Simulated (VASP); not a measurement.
# Al2Sn2Ge3: single point with PBE

The system is Al2Sn2Ge3.

```
Sn Al Ge
1.0
     0.00000    0.00000    4.54846
     4.10778    0.00000    0.00000
     2.05389    9.10567   -2.27423
Sn Al Ge
2 2 3
Direct
  0.35840 0.64160 0.71680
  0.64160 0.35840 0.28320
  0.43510 0.06490 0.87020
  0.56490 0.93510 0.12980
  0.00000 0.50000 0.00000
  0.18320 0.81680 0.36640
  0.81680 0.18320 0.63360
```

The cell was built by a generator and needn't be a form met in nature.

- Program: VASP 6.6.1
- Task: single point
- Functional: PBE
- Potentials or basis: VASP PAW PBE potentials, release 64 (Sn_d, Al, Ge_d)
- Cutoff: 520 eV
- k mesh: 5 × 5 × 5
- Occupations: methfessel-paxton, width 0.005 eV
- Spin: no spin polarisation
- Dipole correction: no
- Further INCAR settings: ALGO = Fast; EDIFF = 1e-06; NBANDS = 47

```yaml
Pressure: 2.3 GPa
Largest_force: 2.357 eV/Å
Band_gap_on_the_k_mesh: none (metal or under the smearing width)
```

Forces on the atoms (eV/Å):
```
Sn   0.000 -2.357  0.000
Sn   0.000  2.357  0.000
Al   0.000  0.157  0.000
Al   0.000 -0.157  0.000
Ge   0.000  0.000  0.000
Ge   0.000 -0.075  0.000
Ge   0.000  0.075  0.000
```

Stress tensor (GPa, compression positive):
```
 8.67  0.00  0.00
 0.00  4.02  0.00
 0.00  0.00 -5.66
```

Levels at points of the mesh, in eV from the Fermi level:
```tsv
k point	band 36	band 37	band 38	band 39	band 40	band 41
(0.00, 0.00, 0.00)	-1.93	-1.70	-0.09	0.43	0.99	1.35
```

Wall time 4.3 min on 1 thread of Intel(R) Xeon(R) Platinum 8488C (Sapphire Rapids), with other jobs on the host, peak memory 0.37 GiB.

Caveat: forces of over 1 eV/Å show positions far from the minimum, so gaps and moduli don't describe the material at rest.
